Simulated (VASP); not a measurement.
Computed with PBEsol GGA, VASP's PBE PAW potentials (set 64) (plane waves; VASP 6.6.1).

Input for VASP

**INCAR**
```
! general
SYSTEM = NaF(110) slab
PREC   = Normal
ENCUT  = 450
LREAL  = .False.
LASPH  = .True.

! electronic loop
EDIFF  = 1E-5
NELM   = 100
NELMIN = 4
ALGO   = Normal

! smearing
ISMEAR = 0
SIGMA  = 0.05

! functional
GGA    = PS

! ions
IBRION = 2
NSW    = 50
ISIF   = 2
EDIFFG = -0.03

! output
LWAVE  = .True.
LCHARG = .False.

! other
LDIPOL = .True.
IDIPOL = 3
DIPOL  = 0.5 0.5 0.5
```

POSCAR:
```
NaF(110) slab
1
    3.2739040000    -0.0000000000    -0.0000000000
   -0.0000000000     4.6300000000     0.0000000000
    0.0000000000     0.0000000000    24.8217130000
Na F
6 6
Direct
  0.0000000000   0.0000000000   0.3351290000
  0.5000000000   0.5000000000   0.4010770000
  0.0000000000   0.0000000000   0.4670260000
  0.5000000000   0.5000000000   0.5329740000
  0.0000000000   0.0000000000   0.5989230000
  0.5000000000   0.5000000000   0.6648710000
  0.5000000000   0.0000000000   0.4010770000
  0.0000000000   0.5000000000   0.3351290000
  0.5000000000   0.0000000000   0.5329740000
  0.0000000000   0.5000000000   0.4670260000
  0.5000000000   0.0000000000   0.6648710000
  0.0000000000   0.5000000000   0.5989230000
```

### KPOINTS
```
Automatic mesh
0
Gamma
6 5 1
0 0 0
```

POTCAR, in this order: Na_pv F (PBE.64 set). Program: vasp_std.

Q: What will the output report for the number of irreducible k-points (NKPTS), largest plane-wave count, number of space-group operations, FFT grid (NGX, NGY, NGZ)?

A: 
```json
{
 "number of irreducible k-points (NKPTS)": "12",
 "largest_plane_wave_count": "8228",
 "number_of_space_group_operations": "8",
 "FFT grid (NGX, NGY, NGZ)": "18 × 24 × 140"
}
```

The cell is a thin slab with vacuum, built from NaF (rock salt): (110) face.
